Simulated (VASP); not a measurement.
These are PBE GGA, VASP's PBE PAW potentials (set 64) (plane waves; VASP) values and carry that method's errors.

Input for VASP

File KPOINTS:
```
kpoints
0
G
6 6 6
```

### INCAR
```
SYSTEM  =  ZnSe
PREC  =  Accurate; ENCUT  =  400; LREAL  =  .FALSE.
LASPH  =  .TRUE.
EDIFF  =  1E-6; NELM  =  100; ALGO  =  Normal
LMAXMIX  =  4
ISMEAR  =  0; SIGMA  =  0.05
GGA  =  PE
ISIF  =  2
LWAVE  =  .FALSE.; LCHARG  =  .FALSE.
```

File POSCAR:
```
ZnSe
5.670
  0.0000000000   0.5000000000   0.5000000000
  0.5000000000   0.0000000000   0.5000000000
  0.5000000000   0.5000000000   0.0000000000
Zn Se
1 1
direct
  0.0000000000   0.0000000000   0.0000000000
  0.2500000000   0.2500000000   0.2500000000
```

POTCAR, in this order: Zn Se (PBE.64 set). Program: vasp_std.

Output

### OUTCAR
```
 ion  position               nearest neighbor table
   1  0.000  0.000  0.000-   2 2.46   2 2.46   2 2.46   2 2.46
   2  0.250  0.250  0.250-   1 2.46   1 2.46   1 2.46   1 2.46
  LATTYP: Found a face centered cubic cell.
 ALAT       =     5.6700000000
 Subroutine PRICEL returns:
 Original cell was already a primitive cell.
 Subroutine GETGRP returns: Found 24 space group operations
The static configuration has the point symmetry T_d .
The dynamic configuration has the point symmetry T_d .
 Subroutine INISYM returns: Found 24 space group operations
 Subroutine IBZKPT returns following result:
 Found     16 irreducible k-points:

 Following reciprocal coordinates:
            Coordinates               Weight
  0.000000  0.000000  0.000000      1.000000
  0.166667  0.000000  0.000000      8.000000
  0.333333  0.000000  0.000000      8.000000
  0.500000  0.000000  0.000000      4.000000
  0.166667  0.166667  0.000000      6.000000
  0.333333  0.166667  0.000000     24.000000
  0.500000  0.166667  0.000000     24.000000
 -0.333333  0.166667  0.000000     24.000000
 -0.166667  0.166667  0.000000     12.000000
  0.333333  0.333333  0.000000      6.000000
  0.500000  0.333333  0.000000     24.000000
 -0.333333  0.333333  0.000000     12.000000
  0.500000  0.500000  0.000000      3.000000
  0.500000  0.333333  0.166667     24.000000
 -0.333333  0.333333  0.166667     24.000000
 -0.333333  0.500000  0.166667     12.000000
   k-points           NKPTS =     16   k-points in BZ     NKDIM =     16   number of bands    NBANDS=     13
   number of dos      NEDOS =    301   number of ions     NIONS =      2
   total plane-waves  NPLWV =  21952
   dimension x,y,z NGX =    28 NGY =   28 NGZ =   28
   dimension x,y,z NGXF=    56 NGYF=   56 NGZF=   56
   ions per type =               1   1
   PREC   = accura    normal or accurate (medium, high low for compatibility)
   ISTART =      0    job   : 0-new  1-cont  2-samecut
   ICHARG =      2    charge: 1-file 2-atom 10-const
   ISPIN  =      1    spin polarized calculation?
   LNONCOLLINEAR =      F non collinear calculations
   LSORBIT =      F    spin-orbit coupling
   INIWAV =      1    electr: 0-lowe 1-rand  2-diag
   ENCUT  =  400.0 eV  29.40 Ry    5.42 a.u.   6.54  6.54  6.54*2*pi/ulx,y,z
   NELM   =    100;   NELMIN=  2; NELMDL= -5     # of ELM steps
   EDIFF  = 0.1E-05   stopping-criterion for ELM
   LREAL  =      F    real-space projection
   NLSPLINE    = F    spline interpolate recip. space projectors
   LMAXMIX     =    4 max onsite mixed and CHGCAR
   VOSKOWN=      0    Vosko Wilk Nusair interpolation
   EDIFFG = 0.1E-04   stopping-criterion for IOM
   NSW    =      0    number of steps for IOM
   NBLOCK =      1;   KBLOCK =      1    inner block; outer block
   IBRION =     -1    ionic relax: 0-MD 1-quasi-New 2-CG
   NFREE  =      0    steps in history (QN), initial steepest desc. (CG)
   ISIF   =      2    stress and relaxation
   ISYM   =      2    0-nonsym 1-usesym 2-fastsym
   TEIN   =    0.0    initial temperature
   TEBEG  =    0.0;   TEEND  =   0.0 temperature during run
   SMASS  =  -3.00    Nose mass-parameter (am)
   PSTRESS=    0.0 pullay stress
   NELECT =      18.0000    total number of electrons
   EFERMI =   0.00;   METHOD = LEGACY
   ISMEAR =     0;   SIGMA  =   0.05  broadening in eV -4-tet -1-fermi 0-gaus
   IALGO  =     38    algorithm
   LDIAG  =      T    sub-space diagonalisation (order eigenvalues)
   IMIX   =      4    mixing-type and parameters
     AMIX     =   0.40;   BMIX     =  1.00
     AMIX_MAG =   1.60;   BMIX_MAG =  1.00
     AMIN     =   0.10
   GGA     = PE    functional components
   VOSKOWN =     0    Vosko Wilk Nusair interpolation
   LHFCALC =     F    Hartree Fock is set to
...
```

File OSZICAR:
```
       N       E                     dE             d eps       ncg     rms          rms(c)
DAV:   1     0.792391288498E+02    0.79239E+02   -0.80554E+03   416   0.133E+03
DAV:   2    -0.141260405501E+01   -0.80652E+02   -0.76928E+02   446   0.248E+02
DAV:   3    -0.625985052973E+01   -0.48472E+01   -0.48228E+01   511   0.643E+01
DAV:   4    -0.630410895614E+01   -0.44258E-01   -0.44249E-01   456   0.654E+00
DAV:   5    -0.630436569541E+01   -0.25674E-03   -0.25673E-03   491   0.472E-01    0.495E+00
DAV:   6    -0.603153584743E+01    0.27283E+00   -0.69181E-01   599   0.291E+01    0.374E+00
DAV:   7    -0.601393285490E+01    0.17603E-01   -0.19587E-01   466   0.442E+00    0.156E+00
DAV:   8    -0.601412635747E+01   -0.19350E-03   -0.43051E-03   519   0.676E-01    0.475E-01
DAV:   9    -0.601438068074E+01   -0.25432E-03   -0.11300E-03   461   0.299E-01    0.675E-02
DAV:  10    -0.601447065592E+01   -0.89975E-04   -0.14413E-04   489   0.117E-01    0.177E-02
DAV:  11    -0.601448318890E+01   -0.12533E-04   -0.32332E-05   464   0.613E-02    0.592E-03
DAV:  12    -0.601448451443E+01   -0.13255E-05   -0.38580E-06   501   0.193E-02    0.410E-03
DAV:  13    -0.601448452393E+01   -0.95026E-08   -0.60875E-07   298   0.818E-03
   1 F= -.60144845E+01 E0= -.60144845E+01  d E =-.189234E-14
```

OUTCAR:
```
------------------------ aborting loop because EDIFF is reached ----------------------------------------
  FORCE on cell =-STRESS in cart. coord.  units (eV):
  Direction    XX          YY          ZZ          XY          YZ          ZX
  --------------------------------------------------------------------------------------
  Total        0.5839958      0.5839958      0.5839958      0.0000000     -0.0000000      0.0000000
  in kB       20.5319923     20.5319923     20.5319923      0.0000000     -0.0000000      0.0000000
  external PRESSURE =      20.5319923 kB  Pullay stress =       0.0000000 kB
  volume of cell :       45.57
      direct lattice vectors                 reciprocal lattice vectors
     0.000000000  2.835000000  2.835000000    -0.176366843  0.176366843  0.176366843
     2.835000000  0.000000000  2.835000000     0.176366843 -0.176366843  0.176366843
     2.835000000  2.835000000  0.000000000     0.176366843  0.176366843 -0.176366843
  FREE ENERGIE OF THE ION-ELECTRON SYSTEM (eV)
  ---------------------------------------------------
  free  energy   TOTEN  =        -6.0144845239 eV

  energy  without entropy=       -6.0144845239  energy(sigma->0) =       -6.01448452
```
(Selected blocks of OUTCAR.)

The compound is ZnSe in the zinc blende structure. The cell was not relaxed at this level.
